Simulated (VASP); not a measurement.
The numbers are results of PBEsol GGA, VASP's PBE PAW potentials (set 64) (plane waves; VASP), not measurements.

VASP ran on this input.

**KPOINTS**
```
Automatic
0
gamma
  7 7 1
```

**POSCAR**
```
Ni3Al(111) slab
1
    4.9785043472     0.0000000000     0.0000000000
   -2.4892521736     4.3115114060     0.0000000000
    0.0000000000     0.0000000000    24.9536513088
Al Ni
5 15
Direct
  0.3333330000   0.6666670000   0.3358383584
  0.6666670000   0.3333330000   0.4189252876
  0.0000000000   0.0000000000   0.5000000000
  0.3333330000   0.6666670000   0.5810747124
  0.6666670000   0.3333330000   0.6641616416
  0.8338028687   0.1661971313   0.3391641175
  0.8338028687   0.6676067374   0.3391641175
  0.3323932626   0.1661971313   0.3391641175
  0.1673877510   0.8326122490   0.4186111459
  0.1673877510   0.3347745020   0.4186111459
  0.6652254980   0.8326122490   0.4186111459
  0.5000000000   0.5000000000   0.5000000000
  0.5000000000   0.0000000000   0.5000000000
  0.0000000000   0.5000000000   0.5000000000
  0.8326122490   0.1673877510   0.5813888541
  0.8326122490   0.6652254980   0.5813888541
  0.3347745020   0.1673877510   0.5813888541
  0.1661971313   0.8338028687   0.6608358825
  0.1661971313   0.3323932626   0.6608358825
  0.6676067374   0.8338028687   0.6608358825
```

### INCAR
```
ALGO=Normal
DIPOL=0.5 0.5 0.5
EDIFF=1E-6
ENCUT=400
GGA=PS
IDIPOL=3
ISMEAR=1
ISPIN=2
LASPH=.True.
LCHARG=.False.
LDIPOL=.True.
LMAXMIX=4
LORBIT=11
LREAL=Auto
LVHAR=.True.
LWAVE=.False.
MAGMOM=0.0 0.0 0.0 0.0 0.0 0.5 0.5 0.5 0.5 0.5 0.5 0.5 0.5 0.5 0.5 0.5 0.5 0.5 0.5 0.5
NELM=100
NELMIN=4
PREC=Normal
SIGMA=0.1
SYSTEM=Ni3Al(111) slab
```

POTCAR, in this order: Al Ni (PBE.64 set). Program: vasp_std. Read from the step before: WAVECAR.

Output

**OSZICAR**
```
       N       E                     dE             d eps       ncg     rms          rms(c)
DAV:   1    -0.115630382425E+03   -0.11563E+03   -0.65384E-05  4234   0.922E-02    0.504E-02
DAV:   2    -0.115630940910E+03   -0.55848E-03   -0.15477E-03  4202   0.657E-01    0.316E-01
DAV:   3    -0.115630321261E+03    0.61965E-03   -0.11166E-03  4092   0.598E-01    0.282E-02
DAV:   4    -0.115630360272E+03   -0.39011E-04   -0.48543E-05  4830   0.869E-02    0.245E-02
DAV:   5    -0.115630359725E+03    0.54713E-06   -0.15280E-05  3713   0.587E-02    0.482E-03
DAV:   6    -0.115630360321E+03   -0.59595E-06   -0.33287E-06  2847   0.119E-02
   1 F= -.11563036E+03 E0= -.11563189E+03  d E =0.460104E-02  mag=     2.9124
```

File OUTCAR:
```
------------------------ aborting loop because EDIFF is reached ----------------------------------------
  FORCE on cell =-STRESS in cart. coord.  units (eV):
  Direction    XX          YY          ZZ          XY          YZ          ZX
  --------------------------------------------------------------------------------------
  Total       -6.0407626     -6.0407631     -1.6417034      0.0000000      0.0000000     -0.0000000
  in kB      -18.0692373    -18.0692387     -4.9106927      0.0000000      0.0000000     -0.0000000
  external PRESSURE =     -13.6830562 kB  Pullay stress =       0.0000000 kB
  volume of cell :      535.63
      direct lattice vectors                 reciprocal lattice vectors
     4.978504347  0.000000000  0.000000000     0.200863539  0.115968614  0.000000000
    -2.489252174  4.311511406  0.000000000     0.000000000  0.231937227  0.000000000
     0.000000000  0.000000000 24.953651309     0.000000000  0.000000000  0.040074296
 POSITION                                       TOTAL-FORCE (eV/Angst)
 -----------------------------------------------------------------------------------
     -0.00000      2.87434      8.38039        -0.000000     -0.000000      0.018081
      2.48925      1.43717     10.45372         0.000000     -0.000000     -0.011418
      0.00000      0.00000     12.47683        -0.000000     -0.000000      0.000000
     -0.00000      2.87434     14.49994        -0.000000     -0.000000      0.011418
      2.48925      1.43717     16.57326        -0.000000     -0.000000     -0.018081
      3.73738      0.71656      8.46338         0.014431     -0.008332      0.016387
      2.48925      2.87839      8.46338         0.000000      0.016664      0.016387
      1.24111      0.71656      8.46338        -0.014431     -0.008332      0.016387
     -1.23924      3.58982     10.44588         0.007329     -0.004232      0.006596
      0.00000      1.44338     10.44588        -0.000000      0.008463      0.006596
      1.23925      3.58982     10.44588        -0.007329     -0.004232      0.006596
      1.24463      2.15576     12.47683         0.000000     -0.000000      0.000000
      2.48925      0.00000     12.47683         0.000000     -0.000000      0.000000
     -1.24463      2.15576     12.47683        -0.000000     -0.000000      0.000000
      3.72849      0.72169     14.50777        -0.007329      0.004232     -0.006596
      2.48925      2.86813     14.50777         0.000000     -0.008463     -0.006596
      1.25001      0.72169     14.50777         0.007329      0.004232     -0.006596
     -1.24813      3.59495     16.49027        -0.014431      0.008332     -0.016387
      0.00000      1.43312     16.49027        -0.000000     -0.016664     -0.016387
      1.24814      3.59495     16.49027         0.014431      0.008332     -0.016387
 -----------------------------------------------------------------------------------
    total drift:                                0.000000      0.000000      0.000000
  FREE ENERGIE OF THE ION-ELECTRON SYSTEM (eV)
  ---------------------------------------------------
  free  energy   TOTEN  =      -115.6303603206 eV

  energy  without entropy=     -115.6349613652  energy(sigma->0) =     -115.63189400

 total charge

# of ion       s       p       d       tot
------------------------------------------
    1        0.436   0.367   0.000   0.803
    2        0.407   0.410   0.000   0.818
    3        0.408   0.408   0.000   0.816
    4        0.407   0.410   0.000   0.818
    5        0.436   0.367   0.000   0.803
    6        0.499   0.429   8.391   9.318
    7        0.499   0.429   8.391   9.318
    8        0.499   0.429   8.391   9.318
    9        0.511   0.552   8.400   9.463
   10        0.511   0.552   8.400   9.463
   11        0.511   0.552   8.400   9.463
   12        0.511   0.554   8.396   9.461
   13        0.511   0.554   8.396   9.461
   14        0.511   0.554   8.396   9.461
   15        0.511   0.552   8.400   9.463
   16        0.511   0.552   8.400   9.463
   17        0.511   0.552   8.400   9.463
   18        0.499   0.429   8.391   9.318
   19        0.499   0.429   8.391   9.318
   20        0.499   0.429   8.391   9.318
--------------------------------------------------
tot          9.683   9.507 125.933 145.122

 magnetization (x)

# of ion       s       p       d       tot
------------------------------------------
    1       -0.003  -0.009   0.000  -0.011
    2       -0.001  -0.007   0.000  -0.008
    3       -0.002  -0.008   0.000  -0.011
    4       -0.001  -0.007   0.000  -0.008
    5       -0.003  -0.009   0.000  -0.011
    6       -0.002  -0.006   0.176   0.168
    7       -0.002  -0.006   0.176   0.168
    8       -0.002  -0.006   0.176   0.168
    9       -0.003  -0.010   0.250   0.237
   10       -0.003  -0.010   0.250   0.237
   11       -0.003  -0.010   0.250   0.237
   12       -0.004  -0.011   0.250   0.235
   13       -0.004  -0.011   0.250   0.235
   14       -0.004  -0.011   0.250   0.235
   15       -0.003  -0.010   0.250   0.237
   16       -0.003  -0.010   0.250   0.237
   17       -0.003  -0.010   0.250   0.237
   18       -0.002  -0.006   0.176   0.168
   19       -0.002  -0.006   0.176   0.168
   20       -0.002  -0.006   0.176   0.168
--------------------------------------------------
tot         -0.050  -0.173   3.312   3.090
```
(Selected blocks of OUTCAR.)

### OUTCAR
```
 val. band max:        1.1758192641   @ k =   0.2857   0.0000   0.0000

 cond. band min:       1.1937105572   @ k =   0.4286   0.1429   0.0000


 Fermi energy:         1.1772996404

 spin component 1

 k-point     1 :       0.0000    0.0000    0.0000
  band No.  band energies     occupation
      1      -8.7604      1.00000
      2      -7.8384      1.00000
      3      -6.4555      1.00000
      4      -5.0139      1.00000
      5      -4.5743      1.00000
      6      -3.3500      1.00000
      7      -3.2952      1.00000
      8      -3.1935      1.00000
      9      -2.8903      1.00000
     10      -2.8903      1.00000
     11      -2.8833      1.00000
     12      -2.8108      1.00000
     13      -2.6689      1.00000
     14      -2.6689      1.00000
     15      -2.6631      1.00000
     16      -2.6631      1.00000
     17      -2.2414      1.00000
     18      -2.2363      1.00000
     19      -2.2363      1.00000
     20      -2.2267      1.00000
     21      -2.2267      1.00000
     22      -2.2172      1.00000
     23      -2.2172      1.00000
     24      -2.0989      1.00000
     25      -1.9084      1.00000
     26      -1.9084      1.00000
     27      -1.8594      1.00000
     28      -1.5659      1.00000
     29      -1.5659      1.00000
     30      -1.4270      1.00000
     31      -1.3066      1.00000
     32      -1.3066      1.00000
     33      -1.1406      1.00000
     34      -1.0229      1.00000
     35      -1.0228      1.00000
     36      -0.9019      1.00000
     37      -0.8972      1.00000
     38      -0.8972      1.00000
     39      -0.8935      1.00000
     40      -0.7030      1.00000
     41      -0.7030      1.00000
     42      -0.5655      1.00000
     43      -0.5545      1.00000
     44      -0.4716      1.00000
     45      -0.3225      1.00000
     46      -0.3225      1.00000
     47      -0.3148      1.00000
     48      -0.3148      1.00000
     49      -0.2920      1.00000
...
```

The cell is a thin slab with vacuum, built from Ni3Al (L1_2): (111) face.
